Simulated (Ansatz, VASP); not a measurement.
# Cross-check of GaN between VASP and Ansatz

Wanted: the spread between two codes on one cell, functional and k mesh. The cell is taken from a series of runs on this material, whose earlier steps may have relaxed, scaled, displaced or heated it; both programs get it as it stands.

Main program and level: Ansatz 0.2.0; plane waves, with VASP 6.6.1 beside it; zone-centre phonons at PBE.

## 1. The starting structure

It takes space group F-43m (No. 216, cubic). The conventional cell has a = 4.638 Å, b = 4.638 Å, c = 4.638 Å, α = 90.00°, β = 90.00°, γ = 90.00°. Nearest to N lie 4 Ga at 2.01 Å. Ga has 4 N at 2.01 Å nearest. Farther neighbours and most contacts between anions are not listed.

Coordinates:

```xyz
2
Lattice="0.0000 2.3190 2.3190 2.3190 0.0000 2.3190 2.3190 2.3190 0.0000" Properties=species:S:1:pos:R:3 pbc="T T T"
N     1.1595    1.1595    1.1595
Ga    0.0000    0.0000    0.0000
```

## 2. VASP: zone-centre phonons, PBE

Second derivatives magnify differences that forces hide, and they need a tight electronic threshold.

Lines of VASP's logs that name or quote its potential files are left out, and so is its time.

The input, INCAR:

```
SYSTEM = GaN
PREC = Accurate
ENCUT = 600
EDIFF = 1E-08
NELM = 120
ISMEAR = 0
SIGMA = 0.01
LREAL = .FALSE.
ALGO = Normal
GGA = PE
NBANDS = 15
LORBIT = 11
LWAVE = .FALSE.
LCHARG = .FALSE.
ISIF = 2
IBRION = 8
LEPSILON = .TRUE.
LASPH = .TRUE.
GGA_COMPAT = .FALSE.
EFERMI = MIDGAP
KPAR = 2
```

The input, POSCAR:

```
GaN
1.0
    0.0000000000      2.3190217930      2.3190217930
    2.3190217930      0.0000000000      2.3190217930
    2.3190217930      2.3190217930      0.0000000000
N Ga
1 1
Direct
    0.2500000000      0.2500000000      0.2500000000
    0.0000000000      0.0000000000      0.0000000000
```

The input, KPOINTS:

```
Automatic mesh
0
Gamma
16 16 16
0 0 0
```

Potentials, in the order of the species: N and Ga_d (PBE family, release 64).

Command:

```
mpirun -np 2 vasp_std
```

Numbers of over 12 decimals in the logs are rounded to 6 here.

Output:

```text
[banner, memory and clock lines left out]
running    2 mpi-ranks, on    1 nodes
 distrk:  each k-point on    1 cores,    2 groups
 distr:  one band on    1 cores,    1 groups

 POSCAR found type information on POSCAR N Ga
 POSCAR found :  2 types and       2 ions
 LDA part: xc-table for (Slater+PW92), standard interpolation
 POSCAR, INCAR and KPOINTS ok, starting setup
 FFT: planning ... GRIDC
 FFT: planning ... GRID_SOFT
 FFT: planning ... GRID
 WAVECAR not read
 entering main loop
       N       E                     dE             d eps       ncg     rms          rms(c)
DAV:   1     0.940713891051E+02    0.94071E+02   -0.10254E+04  4732   0.227E+03
DAV:   2    -0.629531061470E+01   -0.10037E+03   -0.93302E+02  4924   0.369E+02
DAV:   3    -0.138806311902E+02   -0.75853E+01   -0.75399E+01  4945   0.848E+01
DAV:   4    -0.139887025226E+02   -0.10807E+00   -0.10804E+00  5534   0.111E+01
DAV:   5    -0.139902788711E+02   -0.15763E-02   -0.15763E-02  5213   0.120E+00    0.743E+00
DAV:   6    -0.121257638652E+02    0.18645E+01   -0.53141E+00  6539   0.403E+01    0.271E+00
DAV:   7    -0.121235920279E+02    0.21718E-02   -0.30383E-01  4742   0.753E+00    0.172E+00
DAV:   8    -0.121208689278E+02    0.27231E-02   -0.81820E-02  4847   0.356E+00    0.914E-01
DAV:   9    -0.121154514914E+02    0.54174E-02   -0.15547E-02  6535   0.269E+00    0.267E-01
DAV:  10    -0.121159225077E+02   -0.47102E-03   -0.14472E-03  4820   0.458E-01    0.153E-01
DAV:  11    -0.121158504611E+02    0.72047E-04   -0.23358E-04  6356   0.291E-01    0.164E-02
DAV:  12    -0.121158554493E+02   -0.49882E-05   -0.26194E-05  4939   0.588E-02    0.284E-03
DAV:  13    -0.121158556240E+02   -0.17465E-06   -0.97513E-07  5709   0.110E-02    0.143E-03
DAV:  14    -0.121158556650E+02   -0.41051E-07   -0.30964E-08  5282   0.301E-03    0.160E-04
DAV:  15    -0.121158556719E+02   -0.69022E-08   -0.32300E-09  3323   0.868E-04
   1 F= -.12115856E+02 E0= -.12115856E+02  d E =0.000000E+00
 Linear response reoptimize wavefunctions to high precision
DAV:   1    -0.121158556659E+02    0.60359E-08   -0.48934E-10  3694   0.218E-04
DAV:   2    -0.121158556659E+02    0.68212E-11   -0.77487E-11  2756   0.901E-05
 Linear response G [H, r] |phi>, progress :
  Direction:   1
       N       E                     dE             d eps       ncg     rms
 LRF_COMMUTATOR internal error: the vector H(1)-e(1) S(1) |phi(0)> is not orthog
 onal to |phi(0)> (-1.026218806076673E-004,1.418483386306235E-014)
 LRF_COMMUTATOR internal error: the vector H(1)-e(1) S(1) |phi(0)> is not orthog
 onal to |phi(0)> (1.038605961736980E-004,6.158268339717665E-015)
RMM:   1    -0.434199276751E+02   -0.43420E+02    0.29523E+01  5170   0.255E+02
 LRF_COMMUTATOR internal error: the vector H(1)-e(1) S(1) |phi(0)> is not orthog
 onal to |phi(0)> (-1.026218806076673E-004,1.418483386306235E-014)
 LRF_COMMUTATOR internal error: the vector H(1)-e(1) S(1) |phi(0)> is not orthog
 onal to |phi(0)> (1.038605961736980E-004,6.158268339717665E-015)
RMM:   2    -0.474922940569E+02   -0.40724E+01   -0.74892E+01  8629   0.567E+01
 LRF_COMMUTATOR internal error: the vector H(1)-e(1) S(1) |phi(0)> is not orthog
 onal to |phi(0)> (-1.026218806076673E-004,1.418483386306235E-014)
 LRF_COMMUTATOR internal error: the vector H(1)-e(1) S(1) |phi(0)> is not orthog
 onal to |phi(0)> (1.038605961736980E-004,6.158268339717665E-015)
RMM:   3    -0.487653476730E+02   -0.12731E+01   -0.31749E+00  8829   0.148E+01
RMM:   4    -0.487688297850E+02   -0.34821E-02   -0.91520E-03  9527   0.328E+00
RMM:   5    -0.487869387244E+02   -0.18109E-01   -0.31333E-02  9726   0.704E-01
RMM:   6    -0.487844782216E+02    0.24605E-02    0.13699E-03  9757   0.213E-01
RMM:   7    -0.487846627026E+02   -0.18448E-03    0.36319E-04  9898   0.651E-02
RMM:   8    -0.487845775863E+02    0.85116E-04    0.13071E-03  9959   0.218E-02
RMM:   9    -0.487845957401E+02   -0.18154E-04    0.11358E-03  9867   0.812E-03
RMM:  10    -0.487846127330E+02   -0.16993E-04    0.96720E-04  9555   0.385E-03
RMM:  11    -0.487846101483E+02    0.25847E-05    0.99316E-04  8714   0.250E-03
RMM:  12    -0.487846078621E+02    0.22863E-05    0.10161E-03  7836   0.205E-03
RMM:  13    -0.487845825620E+02    0.25300E-04    0.12690E-03  6750   0.195E-03
RMM:  14    -0.487845732668E+02    0.92952E-05    0.13634E-03  5691   0.193E-03
RMM:  15    -0.487845709251E+02    0.23417E-05    0.13828E-03  5006   0.192E-03
 Linear response G [H, r] |phi>, progress :
  Direction:   2
       N       E                     dE             d eps       ncg     rms
RMM:   1    -0.435861094918E+02   -0.43586E+02    0.27856E+00  5170   0.253E+02
RMM:   2    -0.485162136519E+02   -0.49301E+01   -0.69182E+01  8581   0.561E+01
RMM:   3    -0.498244700882E+02   -0.13083E+01   -0.33499E+00  8826   0.148E+01
RMM:   4    -0.498159772490E+02    0.84928E-02   -0.11822E-01  9503   0.320E+00
RMM:   5    -0.498217172991E+02   -0.57401E-02   -0.22095E-02  9699   0.679E-01
[...]
RMM:   6    -0.455239673225E+00   -0.11039E-06   -0.10344E-06  9433   0.843E-03
RMM:   7    -0.455239694314E+00   -0.21088E-07   -0.83012E-08  9277   0.279E-03
RMM:   8    -0.455239698692E+00   -0.43783E-08    0.23022E-08  8782   0.100E-03
 change of polarisation eV/A/(eV/A) component  1 :     0.910     0.403     0.103
 dielectric tensor                  component  1 :     7.605     2.925     0.747
[...]
RMM:  10    -0.421301314503E+00   -0.92091E-06   -0.21919E-07 38254   0.419E-04    0.538E-05
RMM:  11    -0.421300340650E+00    0.97385E-06   -0.59562E-08 34582   0.142E-04    0.216E-05
RMM:  12    -0.421299991881E+00    0.34877E-06   -0.20356E-08 24303   0.830E-05    0.349E-06
 change of polarisation eV/A/(eV/A) component  1 :     0.777     0.141     0.076
 dielectric tensor                  component  1 :     6.639     1.026     0.551
 Linear response to external field, progress :
  Direction:   2
       N       E                     dE             d eps       ncg     rms          rms(c)
RMM:   1    -0.621910771620E-01   -0.62191E-01    0.17160E+00 20153   0.726E+00
RMM:   2    -0.396858790866E+00   -0.33467E+00   -0.34332E-02 38558   0.153E+00    0.996E-01
RMM:   3    -0.396661750631E+00    0.19704E-03   -0.51328E-03 38261   0.583E-01    0.583E-01
RMM:   4    -0.419666109624E+00   -0.23004E-01   -0.45730E-03 37803   0.601E-01    0.442E-02
RMM:   5    -0.420169066762E+00   -0.50296E-03   -0.22389E-04 39381   0.125E-01    0.308E-02
RMM:   6    -0.421191507281E+00   -0.10224E-02   -0.45861E-05 35652   0.489E-02    0.363E-03
RMM:   7    -0.421289820572E+00   -0.98313E-04   -0.30162E-06 40638   0.120E-02    0.143E-03
RMM:   8    -0.421282516231E+00    0.73043E-05   -0.76462E-07 37904   0.357E-03    0.327E-04
RMM:   9    -0.421299180078E+00   -0.16664E-04   -0.49348E-07 40617   0.103E-03    0.116E-04
RMM:  10    -0.421300649028E+00   -0.14689E-05   -0.15713E-07 38399   0.425E-04    0.571E-05
RMM:  11    -0.421299483339E+00    0.11657E-05   -0.10192E-08 34854   0.145E-04    0.227E-05
RMM:  12    -0.421299117562E+00    0.36578E-06   -0.40679E-10 25119   0.848E-05    0.408E-06
 change of polarisation eV/A/(eV/A) component  2 :     0.106     0.777     0.075
 dielectric tensor                  component  2 :     0.771     6.639     0.543
 Linear response to external field, progress :
  Direction:   3
       N       E                     dE             d eps       ncg     rms          rms(c)
RMM:   1    -0.628396013751E-01   -0.62840E-01    0.17096E+00 20152   0.726E+00
RMM:   2    -0.396857037193E+00   -0.33402E+00   -0.34352E-02 38556   0.153E+00    0.996E-01
RMM:   3    -0.396661870852E+00    0.19517E-03   -0.51326E-03 38267   0.582E-01    0.583E-01
RMM:   4    -0.419666294557E+00   -0.23004E-01   -0.45704E-03 37799   0.601E-01    0.442E-02
RMM:   5    -0.420169106258E+00   -0.50281E-03   -0.22113E-04 39381   0.125E-01    0.308E-02
RMM:   6    -0.421191440692E+00   -0.10223E-02   -0.45490E-05 35654   0.489E-02    0.363E-03
RMM:   7    -0.421290051625E+00   -0.98611E-04   -0.28184E-06 40660   0.120E-02    0.143E-03
RMM:   8    -0.421282826701E+00    0.72249E-05   -0.75559E-07 37908   0.357E-03    0.326E-04
RMM:   9    -0.421299403586E+00   -0.16577E-04   -0.47347E-07 40616   0.103E-03    0.116E-04
RMM:  10    -0.421300961959E+00   -0.15584E-05   -0.16832E-07 38382   0.426E-04    0.577E-05
RMM:  11    -0.421299766041E+00    0.11959E-05   -0.18606E-08 34894   0.146E-04    0.228E-05
RMM:  12    -0.421299396365E+00    0.36968E-06   -0.14138E-08 25205   0.850E-05    0.413E-06
 change of polarisation eV/A/(eV/A) component  3 :     0.087     0.131     0.777
 dielectric tensor                  component  3 :     0.629     0.949     6.639
 Linear response DOF=           2
 Linear response progress:
  Degree of freedom:   1/  2
       N       E                     dE             d eps       ncg     rms          rms(c)
RMM:   1    -0.233033494443E+00   -0.23303E+00    0.14340E-01 43573   0.367E+00
RMM:   2    -0.228870881295E+00    0.41626E-02   -0.75622E-03 33030   0.964E-01    0.126E-01
RMM:   3    -0.230014060145E+00   -0.11432E-02   -0.11362E-03 36447   0.288E-01    0.651E-02
RMM:   4    -0.231270942018E+00   -0.12569E-02   -0.28477E-04 35375   0.125E-01    0.180E-02
RMM:   5    -0.231386777012E+00   -0.11583E-03   -0.14605E-05 37808   0.377E-02    0.397E-03
RMM:   6    -0.231308506469E+00    0.78271E-04   -0.11258E-06 35362   0.984E-03    0.175E-03
RMM:   7    -0.231285177672E+00    0.23329E-04   -0.13678E-07 37267   0.312E-03    0.758E-05
RMM:   8    -0.231286077060E+00   -0.89939E-06   -0.16894E-08 36929   0.728E-04    0.486E-05
RMM:   9    -0.231285751985E+00    0.32508E-06   -0.33626E-09 36681   0.269E-04    0.641E-06
RMM:  10    -0.231285622676E+00    0.12931E-06   -0.30505E-09 37936   0.121E-04    0.386E-06
RMM:  11    -0.231285669882E+00   -0.47206E-07   -0.10695E-09 37295   0.776E-05    0.487E-07
RMM:  12    -0.231285674455E+00   -0.45731E-08   -0.10474E-09 34267   0.642E-05    0.422E-07
 first order change of Fermi-energy   0.72742E+00
 force on displaced ion       1 direction 1 :  -9.481  -0.000  -0.000
 Born effective charge ion    1 direction 1 :  -2.714   0.000   0.000
 Linear response progress:
  Degree of freedom:   2/  2
       N       E                     dE             d eps       ncg     rms          rms(c)
RMM:   1    -0.160723150600E+00   -0.16072E+00    0.17927E-01 23862   0.845E+00
RMM:   2    -0.159265570328E+00    0.14576E-02   -0.29143E-02 36393   0.159E+00    0.522E-02
RMM:   3    -0.159389835021E+00   -0.12426E-03   -0.24010E-03 37221   0.396E-01    0.322E-02
RMM:   4    -0.158941469595E+00    0.44837E-03   -0.19506E-04 38732   0.123E-01    0.343E-03
RMM:   5    -0.158939136984E+00    0.23326E-05    0.21410E-05 40411   0.370E-02    0.213E-03
RMM:   6    -0.158945861894E+00   -0.67249E-05    0.21466E-05 39415   0.129E-02    0.407E-04
RMM:   7    -0.158948717109E+00   -0.28552E-05    0.12642E-05 40817   0.454E-03    0.268E-04
RMM:   8    -0.158950792533E+00   -0.20754E-05    0.76744E-06 39330   0.180E-03    0.323E-05
RMM:   9    -0.158951118264E+00   -0.32573E-06    0.38814E-06 40771   0.713E-04    0.146E-05
RMM:  10    -0.158951244844E+00   -0.12658E-06    0.24243E-06 40103   0.332E-04    0.433E-06
RMM:  11    -0.158951364851E+00   -0.12001E-06    0.13867E-06 40397   0.175E-04    0.270E-06
RMM:  12    -0.158951415588E+00   -0.50737E-07    0.75884E-07 40217   0.120E-04    0.677E-07
RMM:  13    -0.158951451055E+00   -0.35467E-07    0.42428E-07 39743   0.949E-05    0.368E-07
RMM:  14    -0.158951472774E+00   -0.21718E-07    0.23556E-07 31778   0.849E-05    0.126E-07
RMM:  15    -0.158951491245E+00   -0.18471E-07    0.56628E-08 27917   0.799E-05    0.524E-08
 first order change of Fermi-energy  -0.72713E+00
 force on displaced ion       2 direction 1 :  -9.475   0.000   0.000
 Born effective charge ion    2 direction 1 :   2.714   0.000   0.000
 Born effective charges drift removed
 Linear response finished
```

Parts of OUTCAR (step 2):

```text
ion  position               nearest neighbor table
   1  0.250  0.250  0.250-   2 2.01   2 2.01   2 2.01   2 2.01
   2  0.000  0.000  0.000-   1 2.01   1 2.01   1 2.01   1 2.01

  LATTYP: Found a face centered cubic cell.
 ALAT       =     4.6380435860

 Subroutine GETGRP returns: Found 24 space group operations
 (whereof 24 operations were pure point group operations)

The static configuration has the point symmetry T_d .

 Found    145 irreducible k-points:

   k-points           NKPTS =    145   k-points in BZ     NKDIM =    145   number of bands    NBANDS=     15

   dimension x,y,z NGX =    28 NGY =   28 NGZ =   28
   dimension x,y,z NGXF=    56 NGYF=   56 NGZF=   56

   ENCUT  =  600.0 eV  44.10 Ry    6.64 a.u.   6.55  6.55  6.55*2*pi/ulx,y,z

   NELECT =      18.0000    total number of electrons

 k-points in reciprocal lattice and weights: Automatic mesh
   0.00000000  0.00000000  0.00000000       0.000
   0.06250000  0.00000000  0.00000000       0.002
   0.12500000  0.00000000  0.00000000       0.002
   0.18750000  0.00000000  0.00000000       0.002
   0.25000000  0.00000000  0.00000000       0.002
   0.31250000  0.00000000  0.00000000       0.002
   0.37500000  0.00000000  0.00000000       0.002
   0.43750000  0.00000000  0.00000000       0.002
   0.50000000  0.00000000  0.00000000       0.001
[...]
-0.31250000  0.50000000  0.18750000       0.003
  -0.25000000  0.50000000  0.25000000       0.001

 average (electrostatic) potential at core
       1 -62.9659       2 -64.4534

  Total       -1.3708668     -1.3708668     -1.3708668      0.0000000     -0.0000000      0.0000000
  in kB      -88.0564878    -88.0564878    -88.0564878      0.0000000     -0.0000000      0.0000000
  external PRESSURE =     -88.0564878 kB  Pullay stress =       0.0000000 kB

  energy-cutoff  :      600.00
  volume of cell :       24.94
      direct lattice vectors                 reciprocal lattice vectors
     0.000000000  2.319021793  2.319021793    -0.215608151  0.215608151  0.215608151
     2.319021793  0.000000000  2.319021793     0.215608151 -0.215608151  0.215608151
     2.319021793  2.319021793  0.000000000     0.215608151  0.215608151 -0.215608151

 POSITION                                       TOTAL-FORCE (eV/Angst)
 -----------------------------------------------------------------------------------
      1.15951      1.15951      1.15951        -0.000000     -0.000000     -0.000000
      0.00000      0.00000      0.00000         0.000000      0.000000      0.000000
 -----------------------------------------------------------------------------------
    total drift:                                0.000000      0.000000      0.000001

 MACROSCOPIC STATIC DIELECTRIC TENSOR (including local field effects in DFT)
 ------------------------------------------------------
           6.639066    -0.000000     0.000000
           0.000000     6.639066     0.000000
           0.000000    -0.000000     6.639066
 ------------------------------------------------------

 PIEZOELECTRIC TENSOR (including local field effects)  for field in x, y, z        (C/m^2)
          XX          YY          ZZ          XY          YZ          ZX
  --------------------------------------------------------------------------------
  x     0.00000    -0.00000    -0.00000     0.00000    -1.05158     0.00000
  y     0.00000    -0.00000     0.00000     0.00000     0.00000    -1.05158
  z    -0.00000    -0.00000     0.00000    -1.05158     0.00000     0.00000

 BORN EFFECTIVE CHARGES (including local field effects) (in |e|, cummulative output)
 ---------------------------------------------------------------------------------
 ion    1
    1    -2.71352     0.00000    -0.00000
    2     0.00000    -2.71352     0.00000
    3     0.00000     0.00000    -2.71352
 ion    2
    1     2.71352     0.00000     0.00000
    2     0.00000     2.71352    -0.00000
    3     0.00000     0.00000     2.71352

 Eigenvectors and eigenvalues of the dynamical matrix
 ----------------------------------------------------

   1 f  =   14.096694 THz    88.572142 2PiTHz  470.215106 cm-1    58.299217 meV
             X         Y         Z           dx          dy          dz
      1.159511  1.159511  1.159511     0.000000    0.912617    0.000000
      0.000000  0.000000  0.000000     0.000000   -0.408816    0.000000

   2 f  =   14.096694 THz    88.572142 2PiTHz  470.215106 cm-1    58.299217 meV
             X         Y         Z           dx          dy          dz
      1.159511  1.159511  1.159511     0.912617    0.000000    0.000000
      0.000000  0.000000  0.000000    -0.408816    0.000000    0.000000

   3 f  =   14.096694 THz    88.572142 2PiTHz  470.215106 cm-1    58.299217 meV
             X         Y         Z           dx          dy          dz
      1.159511  1.159511  1.159511     0.000000    0.000000    0.912617
      0.000000  0.000000  0.000000     0.000000    0.000000   -0.408816

   4 f/i=    0.001841 THz     0.011567 2PiTHz    0.061408 cm-1     0.007614 meV
             X         Y         Z           dx          dy          dz
      1.159511  1.159511  1.159511    -0.408816    0.000000    0.000000
      0.000000  0.000000  0.000000    -0.912617    0.000000    0.000000

   5 f/i=    0.001841 THz     0.011567 2PiTHz    0.061408 cm-1     0.007614 meV
             X         Y         Z           dx          dy          dz
      1.159511  1.159511  1.159511     0.000000   -0.408816    0.000000
      0.000000  0.000000  0.000000     0.000000   -0.912617    0.000000

   6 f/i=    0.001841 THz     0.011567 2PiTHz    0.061408 cm-1     0.007614 meV
             X         Y         Z           dx          dy          dz
      1.159511  1.159511  1.159511     0.000000    0.000000   -0.408816
      0.000000  0.000000  0.000000     0.000000    0.000000   -0.912617

 MACROSCOPIC STATIC DIELECTRIC TENSOR IONIC CONTRIBUTION
 ------------------------------------------------------
           5.635984    -0.000000     0.000000
          -0.000000     5.635984    -0.000000
           0.000000    -0.000000     5.635984
 ------------------------------------------------------

 ELASTIC MODULI CONTR FROM IONIC RELAXATION (kBar)
 Direction    XX          YY          ZZ          XY          YZ          ZX
 --------------------------------------------------------------------------------
 XX          -0.0000     -0.0000     -0.0000      0.0000      0.0000     -0.0000
 YY          -0.0000     -0.0000     -0.0000      0.0000      0.0000      0.0000
 ZZ          -0.0000     -0.0000     -0.0000      0.0000      0.0000     -0.0000
 XY           0.0000      0.0000      0.0000   -110.9818      0.0000      0.0000
 YZ           0.0000      0.0000      0.0000      0.0000   -110.9818      0.0000
 ZX          -0.0000      0.0000     -0.0000      0.0000      0.0000   -110.9818
 --------------------------------------------------------------------------------

 PIEZOELECTRIC TENSOR IONIC CONTR  for field in x, y, z        (C/m^2)
          XX          YY          ZZ          XY          YZ          ZX
  --------------------------------------------------------------------------------
  x    -0.00000    -0.00000    -0.00000     0.00000     0.74419     0.00000
  y     0.00000    -0.00000     0.00000    -0.00000     0.00000     0.74419
  z    -0.00000    -0.00000    -0.00000     0.74419     0.00000     0.00000
```

[end of part 1 of 2]

[Lines on the potential files, build, host, timing and source positions are cut from VASP's logs without a mark.]

[Logs are printed without paths, hosts, clocks, repeated set-up lines and the standing remarks that a program may print on its own settings, such as how far it seeks lower states.]

[Hosts, paths, dates, database ids (printed as entryN), source tags and the programs' standing remarks are cut or masked in the printed files.]
